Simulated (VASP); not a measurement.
Level of theory: vdW-DF2, VASP's PBE PAW potentials (set 64) (plane waves; VASP).

Input for VASP

**INCAR**
```
SYSTEM = SiO2
PREC = Accurate
ENCUT = 520
EDIFF = 1E-7
NELM = 100
ALGO = Normal
LREAL = .FALSE.
LASPH = .TRUE.
ISMEAR = -5
GGA = ML
ZAB_VDW = -1.8867
LUSE_VDW = .TRUE.
AGGAC = 0.0
LWAVE = .FALSE.
LCHARG = .TRUE.
LORBIT = 11
NEDOS = 601
ISIF = 2
LEFG = .TRUE.
```

**POSCAR**
```
SiO2
1
    4.2823836927     0.0000000000     0.0000000000
    0.0000000000     4.2823836927     0.0000000000
    0.0000000000     0.0000000000     2.7263221051
Si O
2 4
Direct
  0.0000000000   0.0000000000   0.0000000000
  0.5000000000   0.5000000000   0.5000000000
  0.3077753113   0.3077753113   0.0000000000
  0.8077753113   0.1922246887   0.5000000000
  0.1922246887   0.8077753113   0.5000000000
  0.6922246887   0.6922246887   0.0000000000
```

File KPOINTS:
```
Automatic mesh
0
Gamma
6 6 9
0 0 0
```

POTCAR, in this order: Si O (PBE.64 set). Program: vasp_std.

Problem. Predict the energy per atom (σ→0), band gap (on the k-mesh).

Solution. 
- energy per atom (σ→0) = -5.947 eV/atom
- band gap (on the k-mesh) = 4.59 eV

File OSZICAR:
```
...
DAV:   8    -0.356659402984E+02   -0.43378E-01   -0.39204E-02  2212   0.211E+00    0.108E+00
DAV:   9    -0.356795951859E+02   -0.13655E-01   -0.23239E-02  2188   0.159E+00    0.147E-01
DAV:  10    -0.356800545892E+02   -0.45940E-03   -0.14802E-03  2356   0.336E-01    0.646E-02
DAV:  11    -0.356800158266E+02    0.38763E-04   -0.30788E-04  2284   0.142E-01    0.135E-02
DAV:  12    -0.356800188218E+02   -0.29952E-05   -0.12241E-05  2408   0.275E-02    0.771E-03
DAV:  13    -0.356800184519E+02    0.36997E-06   -0.29430E-06  2272   0.137E-02    0.125E-03
DAV:  14    -0.356800184590E+02   -0.71941E-08   -0.80470E-08  1428   0.263E-03
   1 F= -.35680018E+02 E0= -.35680018E+02  d E =0.000000E+00
```

The compound is SiO2 in the rutile structure, stishovite, a high-pressure form. It was relaxed first, which changed the volume by +7 %.
